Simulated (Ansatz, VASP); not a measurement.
**Cross-check of VInGa (VInGa in the AlB2 type) between VASP and Ansatz**

One calculation is typed for both programs; each brings its own data sets. How far apart do they land? The cell is generated by rule, not measured, and may not be a known phase. The cell is taken from a series of runs on this material, whose earlier steps may have relaxed, scaled, displaced or heated it; both programs get it as it stands.

Calculated with Ansatz 0.2.0; plane waves, with VASP 6.6.1 beside it; relaxation of cell and atoms at PBE and zone-centre phonons at PBE.

The structure was built from a prototype and need not be the compound's stable phase.

## (1) The structure

It takes space group P-6m2 (No. 187, hexagonal). The conventional cell has a = 4.660 Å, b = 4.660 Å, c = 2.774 Å, α = 90.00°, β = 90.00°, γ = 120.00°. Nearest to V lie 2 V at 2.77 Å and 6 In at 3.03 Å and 6 Ga at 3.03 Å. Ga has 3 In at 2.69 Å and 2 Ga at 2.77 Å and 6 V at 3.03 Å nearest. Nearest to In lie 3 Ga at 2.69 Å and 2 In at 2.77 Å and 6 V at 3.03 Å. Farther neighbours are not listed.

As a file:

```cif
data_structure
_symmetry_space_group_name_H-M 'P-6m2'
_symmetry_Int_Tables_number 187
_cell_length_a 4.6604
_cell_length_b 4.6604
_cell_length_c 2.7738
_cell_angle_alpha 90.000
_cell_angle_beta 90.000
_cell_angle_gamma 120.000
_cell_volume 52.17
loop_
_atom_site_label
_atom_site_type_symbol
_atom_site_symmetry_multiplicity
_atom_site_Wyckoff_symbol
_atom_site_fract_x
_atom_site_fract_y
_atom_site_fract_z
_atom_site_occupancy
V1 V 1 a 0.00000 0.00000 0.00000 1
Ga1 Ga 1 d 0.33333 0.66667 0.50000 1
In1 In 1 f 0.66667 0.33333 0.50000 1
```

## (2) VASP: relaxation of cell and atoms, PBE, pair 1

The relaxed volume is the usual yardstick between codes: in a stiff, nearly cubic crystal its relative difference is about their pressure difference at one cell divided by the bulk modulus.

Lines of VASP's logs that name or quote its potential files are left out, and so is its time.

INCAR reads:

```
SYSTEM = VInGa
PREC = Accurate
ENCUT = 500
EDIFF = 1E-07
NELM = 120
ISMEAR = 1
SIGMA = 0.2
LREAL = .FALSE.
ALGO = Normal
GGA = PE
NBANDS = 25
LASPH = .TRUE.
LORBIT = 11
LWAVE = .FALSE.
LCHARG = .FALSE.
ISIF = 3
IBRION = 2
NSW = 80
EDIFFG = -0.005
GGA_COMPAT = .FALSE.
NELMIN = 4
KPAR = 2
```

POSCAR reads:

```
VInGa
1.0
    4.6603940000      0.0000000000      0.0000000000
   -2.3301970000      4.0360190000      0.0000000000
    0.0000000000      0.0000000000      2.7738270000
V Ga In
1 1 1
Direct
    0.0000000000      0.0000000000      0.0000000000
    0.3333332920      0.6666665841      0.5000001803
    0.6666667080      0.3333334159      0.5000001803
```

KPOINTS reads:

```
Automatic mesh
0
Gamma
6 6 9
0 0 0
```

PAW data sets: V_sv, Ga_d and In_d (PBE family, release 64).

Started as:

```
$ mpirun -np 2 vasp_std
```

Numbers of over 12 decimals in the logs are rounded to 6 here.

Output:

```text
[banner, memory and clock lines left out]
running    2 mpi-ranks, on    1 nodes
 distrk:  each k-point on    1 cores,    2 groups
 distr:  one band on    1 cores,    1 groups

 POSCAR found type information on POSCAR V GaIn
 POSCAR found :  3 types and       3 ions
 LDA part: xc-table for (Slater+PW92), standard interpolation
 POSCAR, INCAR and KPOINTS ok, starting setup
 FFT: planning ... GRIDC
 FFT: planning ... GRID_SOFT
 FFT: planning ... GRID
 WAVECAR not read
 entering main loop
       N       E                     dE             d eps       ncg     rms          rms(c)
DAV:   1     0.342158656942E+03    0.34216E+03   -0.19166E+04  1807   0.241E+03
DAV:   2     0.104078719252E+02   -0.33175E+03   -0.32733E+03  1807   0.522E+02
DAV:   3    -0.148582396227E+02   -0.25266E+02   -0.24931E+02  2037   0.151E+02
DAV:   4    -0.155553285872E+02   -0.69709E+00   -0.69577E+00  2146   0.274E+01
DAV:   5    -0.155767832642E+02   -0.21455E-01   -0.21452E-01  2575   0.452E+00    0.146E+01
DAV:   6    -0.165128624794E+02   -0.93608E+00   -0.53774E+01  1848   0.347E+01    0.145E+01
DAV:   7    -0.137001262914E+02    0.28127E+01   -0.28735E+01  1875   0.303E+01    0.438E+00
DAV:   8    -0.135932634078E+02    0.10686E+00   -0.12461E+00  1790   0.948E+00    0.978E-01
DAV:   9    -0.135893395552E+02    0.39239E-02   -0.56588E-02  2064   0.380E+00    0.469E-01
DAV:  10    -0.135885419290E+02    0.79763E-03   -0.56967E-03  2341   0.129E+00    0.190E-01
DAV:  11    -0.135884905733E+02    0.51356E-04   -0.95839E-04  2436   0.561E-01    0.569E-02
DAV:  12    -0.135884740852E+02    0.16488E-04   -0.15172E-04  2550   0.161E-01    0.378E-02
DAV:  13    -0.135884759436E+02   -0.18584E-05   -0.11418E-05  2154   0.441E-02    0.113E-02
DAV:  14    -0.135884754306E+02    0.51298E-06   -0.48979E-06  2341   0.263E-02    0.262E-03
DAV:  15    -0.135884751070E+02    0.32357E-06   -0.29754E-07  1554   0.775E-03    0.148E-03
DAV:  16    -0.135884750281E+02    0.78915E-07   -0.37882E-08   974   0.501E-03
   1 F= -.13588475E+02 E0= -.13589124E+02  d E =-.135885E+02
[...]
2 F= -.13588621E+02 E0= -.13589237E+02  d E =-.145496E-03
[...]
3 F= -.13588622E+02 E0= -.13589234E+02  d E =-.147290E-03
 curvature:  -0.56 expect dE=-0.513E-05 dE for cont linesearch -0.139E-09
 trial: gam= 0.03664 g(F)=  0.497E-41 g(S)=  0.909E-05 ort =-0.251E-06 (trialstep = 0.103E+01)
 search vector abs. value=  0.941E-05
 bond charge predicted
       N       E                     dE             d eps       ncg     rms          rms(c)
DAV:   1    -0.135888468034E+02   -0.22445E-03   -0.42784E-03  1909   0.871E-01    0.125E-01
DAV:   2    -0.135888630226E+02   -0.16219E-04   -0.41905E-03  1839   0.434E-01    0.122E-01
DAV:   3    -0.135886384152E+02    0.22461E-03   -0.17715E-03  1830   0.225E-01    0.276E-02
DAV:   4    -0.135886254173E+02    0.12998E-04   -0.53619E-05  2100   0.112E-01    0.110E-02
DAV:   5    -0.135886250230E+02    0.39434E-06   -0.27734E-06  2414   0.284E-02    0.673E-03
DAV:   6    -0.135886253272E+02   -0.30419E-06   -0.88750E-07  2360   0.103E-02    0.138E-03
DAV:   7    -0.135886253436E+02   -0.16450E-07   -0.45694E-08   902   0.356E-03
   4 F= -.13588625E+02 E0= -.13589233E+02  d E =-.302526E-05
 trial-energy change:   -0.000003  1 .order   -0.000003   -0.000009    0.000004
 step:   0.7484(harm=  0.7047)  dis= 0.00000  next Energy=   -13.588626 (dE=-0.359E-05)
 reached required accuracy - stopping structural energy minimisation
```

From OUTCAR (step 2):

```text
ion  position               nearest neighbor table
   1  0.000  0.000  0.000-   3 3.03   3 3.03   3 3.03   3 3.03   3 3.03   3 3.03
   2  0.333  0.667  0.500-   3 2.69   3 2.69   3 2.69
   3  0.667  0.333  0.500-   2 2.69   2 2.69   2 2.69   1 3.03   1 3.03   1 3.03   1 3.03   1 3.03
                             1 3.03

  LATTYP: Found a hexagonal cell.
 ALAT       =     4.6603940000
 C/A-ratio  =     0.5951915224

 Subroutine GETGRP returns: Found 12 space group operations
 (whereof 12 operations were pure point group operations)

The static configuration has the point symmetry D_3h.

 Found     35 irreducible k-points:

   k-points           NKPTS =     35   k-points in BZ     NKDIM =     35   number of bands    NBANDS=     25

   dimension x,y,z NGX =    36 NGY =   36 NGZ =   20
   dimension x,y,z NGXF=    72 NGYF=   72 NGZF=   40

   ENCUT  =  500.0 eV  36.75 Ry    6.06 a.u.   8.50  8.50  5.06*2*pi/ulx,y,z

   NELECT =      39.0000    total number of electrons

 k-points in reciprocal lattice and weights: Automatic mesh
   0.00000000  0.00000000  0.00000000       0.003
   0.16666667  0.00000000  0.00000000       0.019
   0.33333333  0.00000000  0.00000000       0.019
   0.50000000  0.00000000  0.00000000       0.009
   0.16666667  0.16666667  0.00000000       0.019
   0.33333333  0.16666667  0.00000000       0.037
   0.33333333  0.33333333  0.00000000       0.006
   0.00000000  0.00000000  0.11111111       0.006
   0.16666667  0.00000000  0.11111111       0.037
[...]
0.33333333  0.16666667  0.44444444       0.074
   0.33333333  0.33333333  0.44444444       0.012

 average (electrostatic) potential at core
       1 -71.7635       2 -61.6658       3 -92.5850

 E-fermi :   8.7764

 k-point     1 :       0.0000    0.0000    0.0000
  band No.  band energies     occupation
    ...
     15      -2.0029      2.00000
     16       5.8629      2.00000
     17       5.8629      2.00000
     18       6.6443      2.00000
     19       7.4049      2.00000
     20       9.6436     -0.00000
     21       9.6436     -0.00000
     22      10.2014     -0.00000
     23      10.2014     -0.00000
     24      11.5586     -0.00000
    ...

 k-point     2 :       0.1667    0.0000    0.0000
  band No.  band energies     occupation
    ...
     15      -1.7334      2.00000
     16       4.1723      2.00000
     17       5.7847      2.00000
     18       7.1218      2.00000
     19       8.3189      2.00568
     20       8.9132      0.09139
     21       9.1669     -0.01857
     22      10.1702     -0.00000
     23      10.2015     -0.00000
     24      12.2169     -0.00000
    ...

 k-point     3 :       0.3333    0.0000    0.0000
  band No.  band energies     occupation
    ...
     16       2.2701      2.00000
     17       5.6262      2.00000
     18       6.5326      2.00000
     19       8.2114      2.00048
     20       8.6611      1.81838
     21      10.1140     -0.00000
     22      10.1492     -0.00000
     23      10.2016     -0.00000
     24      13.3894      0.00000
     25      14.4973      0.00000

  Total        0.0030327      0.0030327      0.0097859     -0.0000000      0.0000000      0.0000000
  in kB        0.0930104      0.0930104      0.3001300     -0.0000000      0.0000000      0.0000000
  external PRESSURE =       0.1620503 kB  Pullay stress =       0.0000000 kB

  energy-cutoff  :      500.00
  volume of cell :       52.24
      direct lattice vectors                 reciprocal lattice vectors
     4.666676122 -0.000000000 -0.000000000     0.214285280  0.123717682  0.000000000
    -2.333338061  4.041459475 -0.000000000     0.000000000  0.247435365  0.000000000
    -0.000000000 -0.000000000  2.769855518     0.000000000  0.000000000  0.361029661

 POSITION                                       TOTAL-FORCE (eV/Angst)
 -----------------------------------------------------------------------------------
      0.00000     -0.00000     -0.00000        -0.000000      0.000000      0.000000
     -0.00000      2.69431      1.38493        -0.000000     -0.000000      0.000000
      2.33334      1.34715      1.38493         0.000000     -0.000000      0.000000
 -----------------------------------------------------------------------------------
    total drift:                                0.000003     -0.000004     -0.000276

  FREE ENERGIE OF THE ION-ELECTRON SYSTEM (eV)
  ---------------------------------------------------
  free  energy   TOTEN  =       -13.5886253436 eV

  energy  without entropy=      -13.5904494448  energy(sigma->0) =      -13.58923338

 reached required accuracy - stopping structural energy minimisation

 total charge
# of ion       s       p       d       tot
------------------------------------------
    1        2.210   6.114   3.031  11.355
    2        0.900   0.765   9.974  11.639
    3        0.865   0.890   9.885  11.640
--------------------------------------------------
tot          3.975   7.769  22.891  34.635

[... 3 further parts left out ...]
```

This run has no spin polarisation, so a moment on V, if there is one, isn't seen. Its electron count is odd, so without a moment it is a metal by construction.

## (3) Ansatz: relaxation of cell and atoms, PBE, pair 1

Ansatz runs on its PAW soft_1 files.

The same cell, functional, mesh and smearing now go to Ansatz, which takes its cutoff from its data sets.

input.yaml reads:

```yaml
crystal:
  lattice:
    - [4.6603935201, 0.0, 0.0]
    - [-2.3301967601, 4.0360191801, 0.0]
    - [0.0, 0.0, 2.7738271507]
  atoms:
    - { symbol: V, position: [0.0, 0.0, 0.0] }
    - { symbol: Ga, position: [0.3333333333, 0.6666666667, 0.5] }
    - { symbol: In, position: [0.6666666667, 0.3333333333, 0.5] }
kpoints:
  mp_grid: { grid: [6, 6, 9] }
hamiltonian:
  xc: pbe
  pseudopotentials: { kind: paw, azcp: { folder: soft_1 } }
scf:
  occupations: { method: methfessel_paxton, width: 0.2 }
output:
  forces: true
  stress: true
  eigenvalues: true
relax:
  adjacent_minimum: "off"
  f_tol: 0.001
  max_steps: 60
  cell: { stress_tol: 0.01 }
```

Started as:

```
$ ansatz run input.yaml --threads 4 --pin off --max-ram 12288MiB --backend cpu --events-out ev --progress --plain --runs-dir out
```

Output:

```text
Engine: ansatz 0.2.0, x86_64-unknown-linux-gnu
Pseudopotentials: kind: paw
Pseudopotential: V, paw, valence charge 13, recommended cutoff 420 eV (normal), soft_1/V.paw.azcp
Pseudopotential: Ga, paw, valence charge 13, recommended cutoff 420 eV (normal), soft_1/Ga.paw.azcp
Pseudopotential: In, paw, valence charge 13, recommended cutoff 420 eV (normal), soft_1/In.paw.azcp
Functional definition: PBE
  parameter kappa = 0.804
  parameter beta = 0.066725
  exchange = pbe_x(kappa = kappa, mu = beta*pi^2/3)
  correlation = pbe_c(beta = beta)
Crystal: 3 atoms, lattice volume = 52.174 Å³
Basis set: ecut = 420 eV, 1023 PW (Γ), exchange–correlation on 64×64×40 points (8 copies of the dense FFT grid, shifted against one another)
Bands: 24, of which v1, the nominal top of the filled ones, is band 20 counted from 1 (19 counted from 0)
Symmetry: 12 space group operations
Space group: P-6m2 (ITA 187), of the structure as read, at distance tolerance 3.7e-5 Å
k-points: 35 of 324 (time reversal used)
Non-local potential: V, projectors of the file, l = 0: 3, l = 1: 2, l = 2: 3, l = 3: 1
Non-local potential: Ga, projectors of the file, l = 0: 2, l = 1: 2, l = 2: 3, l = 3: 1
Non-local potential: In, projectors of the file, l = 0: 2, l = 1: 2, l = 2: 2, l = 3: 1
PAW form: soft (Blöchl's): semilocal exchange-correlation on the pseudo side does not see the compensation charge
PAW one-centre angular grid: V, 590 points (default); XC on 64 Gauss nodes
PAW one-centre angular grid: Ga, 590 points (default); XC on 64 Gauss nodes
PAW one-centre angular grid: In, 590 points (default); XC on 64 Gauss nodes
Initial density: superposition of atomic densities (chi_scale 0.1, normalization cell, long waves kept (reshape's long-wave potential 0.00 eV rms))
Initial wavefunctions: pseudopotential atomic-orbital guess
Functional: x = pbe(κ = 0.804, μ = 0.219515), c = pbe(β = 0.066725)
SCF iter   1: F=—  HF=-12293.450773 eV  |F-HF|=—  |Δ(HF+E_count)|=         —  Δρ=7.56e-2  dr2=6.54e0  ethr=3.10e-3  ⟨swp⟩=4.3  Hψ=3106  notcnv=0
preconditioner: auto → none  [metal: Δε(μ)=0.045 eV  Ē_g=11.051 eV  σ=0.200 eV  W_gap=0.19  n_scr=8 (ndim 8)  ℏωp=28.6 eV  f_vac=0.000  D(μ)=2.48/eV (n_scr^D=26)  sad-step TF]
SCF iter   2: F=—  HF=-12293.089146 eV  |F-HF|=—  |Δ(HF+E_count)|=   3.62e-1  S|Δr|=    0.00e0  Δρ=7.26e-2  dr2=5.31e0  ethr=3.10e-3  ⟨swp⟩=2.2  Hψ=1736  notcnv=0
SCF iter   3: F=—  HF=-12292.520776 eV  |F-HF|=—  |Δ(HF+E_count)|=   5.68e-1  S|Δr|=    0.00e0  Δρ=1.23e-2  dr2=5.58e-2  ethr=3.10e-3  ⟨swp⟩=2.3  Hψ=1407  notcnv=0
SCF iter   4: F=—  HF=-12292.486347 eV  |F-HF|=—  |Δ(HF+E_count)|=   3.44e-2  S|Δr|=    0.00e0  Δρ=7.09e-3  dr2=1.73e-2  ethr=1.43e-4  ⟨swp⟩=2.0  Hψ=1811  notcnv=0
SCF iter   5: F=—  HF=-12292.477801 eV  |F-HF|=—  |Δ(HF+E_count)|=   8.55e-3  S|Δr|=    0.00e0  Δρ=1.40e-3  dr2=3.38e-4  ethr=4.45e-5  ⟨swp⟩=2.0  Hψ=1353  notcnv=0
SCF iter   6: F=—  HF=-12292.478415 eV  |F-HF|=—  |Δ(HF+E_count)|=   6.14e-4  S|Δr|=    0.00e0  Δρ=4.13e-4  dr2=9.47e-5  ethr=8.66e-7  ⟨swp⟩=2.0  Hψ=1528  notcnv=0
SCF iter   7: F=—  HF=-12292.478413 eV  |F-HF|=—  |Δ(HF+E_count)|=   1.96e-6  S|Δr|=    0.00e0  Δρ=6.10e-5  dr2=1.37e-6  ethr=2.43e-7  ⟨swp⟩=2.0  Hψ=1385  notcnv=0
SCF iter   8: F=—  HF=-12292.478413 eV  |F-HF|=—  |Δ(HF+E_count)|=   1.94e-7  S|Δr|=    0.00e0  Δρ=2.26e-5  dr2=1.37e-7  ethr=3.51e-9  ⟨swp⟩=2.6  Hψ=1423  notcnv=0
SCF iter   9: F=-12292.478413 eV  HF=-12292.478413 eV  |F-HF|=3.13e-10  |Δ(HF+E_count)|=   3.79e-8  S|Δr|=    0.00e0  Δρ=3.80e-6  dr2=3.24e-9  ethr=2.56e-10  ⟨swp⟩=4.8  Hψ=2957  notcnv=0
SCF 1 converged in 9 iterations: F = -12292.478413 eV  dr2 = 3.24e-9
  greatest PAW one-centre occupation: 0.999 electrons in one spin orbital (limit 2), on the V atom at site 0 (counted from 0), in its partial waves of l = 0
relax step   1: F+E_penalty+E_count = -12292.47841314 eV  Δ(F+E_penalty+E_count) = +0.000e0 eV  max|allowed force component| = 2.120e-17 eV/Å  Δτ_max = 0.0000 Å  P = +0.013 GPa  Ω = 52.174 Å³  (9 SCF iters, dr2 threshold 1.00e-7 eV, accepted)
[...]
relax step   2: F+E_penalty+E_count = -12292.47855052 eV  Δ(F+E_penalty+E_count) = -1.374e-4 eV  max|allowed force component| = 4.587e-17 eV/Å  Δτ_max = 0.0000 Å  P = +0.018 GPa  Ω = 52.190 Å³  energy of the carried Pulay correction = -1.510e-6 eV  (4 SCF iters, dr2 threshold 2.13e-7 eV, accepted)
[...]
relax step   3: F+E_penalty+E_count = -12292.47854756 eV  Δ(F+E_penalty+E_count) = +2.955e-6 eV  max|allowed force component| = 1.523e-17 eV/Å  Δτ_max = 0.0000 Å  P = -0.011 GPa  Ω = 52.203 Å³  energy of the carried Pulay correction = -6.901e-6 eV  (3 SCF iters, dr2 threshold 8.14e-9 eV, accepted)
[...]
relax step   4: F+E_penalty+E_count = -12292.47855035 eV  Δ(F+E_penalty+E_count) = -2.783e-6 eV  max|allowed force component| = 2.255e-17 eV/Å  Δτ_max = 0.0000 Å  P = +0.002 GPa  Ω = 52.196 Å³  energy of the carried Pulay correction = -4.294e-6 eV  (4 SCF iters, dr2 threshold 3.92e-10 eV, accepted)
[...]
relax step   5: F+E_penalty+E_count = -12292.47855328 eV  Δ(F+E_penalty+E_count) = -2.938e-6 eV  max|allowed force component| = 1.484e-17 eV/Å  Δτ_max = 0.0000 Å  P = +0.003 GPa  Ω = 52.196 Å³  stress off target by 3.64e-3 GPa  SCF on the basis re-selected at this cell (its energy is not comparable with the rows above)  (5 SCF iters)
basis re-selected at this cell: Δ(F+E_penalty+E_count) = -2.938e-6 eV, ΔP = +0.000 GPa vs the last step (what re-selecting the basis moved, of the pressure what is left beyond the Pulay correction that the steps carried, after the strain that the cell walked since its last selection, with what the two solves' SCF thresholds leave and, on support functions, any second-order correction that the steps lacked; it is no m [...]
SCF converged after 5 iterations
Stability not checked: this state was not tested for a lower state beside it, because cold or Methfessel-Paxton smearing, or corrected tetrahedra, fill the levels in a way that the test cannot read (fill_not_monotonic; see scf.lower_state_search)
Free energy (F): -12292.478553 eV
Harris-Foulkes:  -12292.478553 eV  (|F-HF|=0.00e0)
Internal energy: -12292.480370 eV  (E = F + TS)
E sigma→0 (E₀):  -12292.479008 eV
Entropy (-TS):   0.001817 eV (0.606 meV/atom)
Fermi energy:    13.457741 eV
--- Per-component energies (eV) ---
  E_band       = -163.037260
  E_kinetic    = 627.288574
  E_local      = -3131.783009  (includes V_loc(G=0)·N_el)
  E_nonlocal   = 315.549103
  E_hartree    = 1606.627656
  E_xc         = -321.590034
  E_vxc        = -291.350941  (∫ρ·V_xc dr)
  E_paw        = -7326.002239  (= ΣΔE_a)
  E_vpaw       = -895.997285  (= ΣTr[D̂ρ^β])
  E_aug_tail   = 0.000975  (compensation charges beyond the density's cutoff)
  E_ewald      = -4062.571396
  E_smearing   = 0.001817  (= −TS)
  E_closure    = 0.000000  (closes the sum)
  Σ components = -12292.478553   (vs F -12292.478553, Δ=0.00e0)
--- Forces (eV/Å), atoms counted from 1 ---
  atom   1  V      0.00000000     0.00000000     0.00000000
  atom   2  Ga     0.00000000    -0.00000000     0.00000000
  atom   3  In    -0.00000000     0.00000000     0.00000000
  max |Σ_I F_I| component: 2.49e-17 eV/Å
--- Stress (GPa, compression-positive) ---
        0.003638       0.000000       0.000000
       -0.000000       0.003638       0.000000
        0.000000       0.000000       0.000347
  P = ⅓ Tr σ = 0.0025 GPa (0.025 kbar)
--- Band table (eV; the first three rows and the last of 35) ---
  k-point 0: bands = [... 16 lower, 10.5378, 11.3298, 12.0805, 14.3222, 14.3222, 14.8872, 14.8872, 16.2480]
  k-point 1: bands = [... 16 lower, 10.7858, 11.5399, 12.3270, 13.7649, 13.7649, 15.5814, 15.5814, 16.2473]
  k-point 2: bands = [... 16 lower, 11.4820, 12.1755, 12.7753, 13.1114, 13.1114, 16.1757, 16.1757, 16.4669]
  k-point 34: bands = [... 16 lower, 11.2882, 11.3599, 11.7108, 13.9904, 14.3240, 14.4151, 14.5454, 15.0651]
--- Relaxed structure (4 steps of the walk, 4 accepted, 1 SCFs on fresh bases) ---
  F+E_penalty+E_count = -12292.47855328 eV   max|allowed force component| = 1.484e-17 eV/Å   (the final SCF, on the basis selected at the relaxed cell)
  cell:  # Å, volume = 52.1958 Å³
    - [4.665406, 2.8898693955346106e-11, 0.0]
    - [-2.332703, 4.040361, 0.0]
    - [0.0, 0.0, 2.769017]
  atoms:
    - { symbol: V, position: [0, 0, 0.0] }
    - { symbol: Ga, position: [0.333333, 0.666667, 0.5] }
    - { symbol: In, position: [0.666667, 0.333333, 0.5] }
```

## (4) Differences

Known differences besides the potentials themselves: the cutoff is 420 eV in Ansatz and 500 eV in VASP; Ansatz adds a Pulay correction to the stress that steers its cell, VASP none. Total energies have different zeros and are not compared.

The two programs side by side:

```tsv
quantity	Ansatz	VASP	difference
volume (Å³)	52.20	52.24	-0.08 %
edge a after relaxation, in the typed setting (Å)	4.665	4.667	-0.03 %
edge c after relaxation, in the typed setting (Å)	2.769	2.770	-0.03 %
```

[end of part 1 of 2]

[Lines on the potential files, build, host, timing and source positions are cut from VASP's logs without a mark.]

[Logs are printed without paths, hosts, clocks, repeated set-up lines and the standing remarks that a program may print on its own settings, such as how far it seeks lower states.]

[Hosts, paths, dates, database ids (printed as entryN), source tags and the programs' standing remarks are cut or masked in the printed files.]
